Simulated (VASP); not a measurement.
Runs of VASP 6.6.1 on Ba4Si. The structure is cubic, space group Im-3m (No. 229). The conventional cell has a = 7.927 Å, b = 7.927 Å, c = 7.927 Å, α = 90.00°, β = 90.00°, γ = 90.00°. Ba (site symmetry -3m) has 2 Si at 3.43 Å as nearest neighbours. Si (site symmetry m-3m) is surrounded by 8 Ba at 3.43 Å. The cell was built by a generator and needn't be a form met in nature.

```tsv
task	level	cell	k mesh	cutoff (eV)	monkhorst-Pack mesh	other keys	gap on the mesh (eV)	pressure (GPa)	relaxed volume (Å³/atom)
relaxation of cell and atoms	PBE	relaxed	4 × 4 × 4	600	-	-	none	0.0	(a)
relaxation of cell and atoms	PBE+D4	relaxed	4 × 4 × 4	600	-	-	none	0.0	(b)
band structure	PBEsol	as given	4 × 4 × 4	520	yes	LREAL = Auto; shifted = yes	-	-0.6	-
relaxation of cell and atoms	PBE+TS	relaxed	4 × 4 × 4	600	-	-	none	-0.1	37.53
band structure	PBE	as given	4 × 4 × 4	600	-	-	-	0.1	-
relaxation of cell and atoms	PBE+TS-HI	relaxed	4 × 4 × 4	600	-	-	none	0.0	46.24
```

Alike in all rows: potentials or basis VASP PAW PBE potentials, release 64 (Ba_sv, Si); no spin polarisation; smearing fermi-dirac 0.05 eV.

Question: Estimate the missing entries.

Answer: (a) 50.11; (b) 48.41.

Caveats: pairwise dispersion overbinds metals, which lowers pressure and volume (some runs); spin-orbit coupling is left out, which moves the levels of the heavy elements (some runs); the PAW data sets were made with another functional, which shifts forces and pressure a little (some runs); atom-pairwise D2, TS and ULG terms overbind metals (some runs); the volume moved by over 15 % at a fixed basis, so the end points are rough (some runs).

A k mesh can miss the band edges, and the runs leave out spin-orbit coupling on Ba.

A gap of «none» marks a metal or a gap under the smearing width.
